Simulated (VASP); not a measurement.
The system is OsI.

```
Os I
1.0
     1.95292   -2.79124    0.00000
     1.95292    2.79124    0.00000
     0.00000    0.00000    5.47039
Os I
1 1
Direct
  0.50000 0.50000 0.50000
  0.00000 0.00000 0.00000
```

The cell was built by a generator and needn't be a form met in nature.

```yaml
Program: VASP 6.6.1
Task: relaxation of cell and atoms
Functional: r2SCAN
Potentials_or_basis: VASP PAW PBE potentials, release 64 (Os, I)
Cutoff: 600 eV
k_mesh: 8 × 8 × 5
Occupations: gaussian, width 0.05 eV
Spin: no spin polarisation
```

At the start: pressure -16.5 GPa; volume 29.82 Å³/atom.

How do energy, volume and symmetry change on relaxing?

Over 17 steps the energy falls by 1105.9 meV/atom and the volume is 20.28 Å³/atom (-32.0 %); space group Cmmm (No. 65, to 0.05 Å).

Step by step:
```csv
step,energy change (eV),largest force (eV/Å),pressure (GPa),volume (Å³)
1,0.0000,0.0000,-16.54,59.64
2,-1.8827,0.0000,11.91,36.69
3,-1.9377,0.0000,1.97,38.94
4,-2.1544,0.0000,8.24,38.04
5,-2.1568,0.0000,7.48,38.12
6,-2.1614,0.0000,-5.44,42.78
7,-2.2101,0.0000,-0.03,40.37
8,-2.2101,0.0000,0.10,40.33
9,-2.2116,0.0000,0.17,40.43
10,-2.2118,0.0000,0.23,40.49
11,-2.2118,0.0000,0.21,40.48
12,-2.2118,0.0000,-0.30,40.64
13,-2.2119,0.0000,-0.04,40.56
14,-2.2119,0.0000,-0.05,40.57
15,-2.2119,0.0000,-0.07,40.57
16,-2.2119,0.0000,-0.08,40.57
17,-2.2119,0.0000,-0.02,40.55
```

Final structure:
```cif
data_structure
_symmetry_space_group_name_H-M 'P 1'
_symmetry_Int_Tables_number 1
_cell_length_a 3.2405
_cell_length_b 3.2405
_cell_length_c 4.6190
_cell_angle_alpha 90.000
_cell_angle_beta 90.000
_cell_angle_gamma 123.277
_cell_volume 40.55
loop_
_atom_site_label
_atom_site_type_symbol
_atom_site_fract_x
_atom_site_fract_y
_atom_site_fract_z
_atom_site_occupancy
Os1 Os 0.50000 0.50000 0.50000 1
I1 I 0.00000 0.00000 0.00000 1
```

Caveat: the volume moved by over 15 % at a fixed basis, so the end points are rough; the PAW data sets were made with another functional, which shifts forces and pressure a little; an odd number of electrons without spin polarisation forces a metal; a magnetic or distorted state may lie lower.
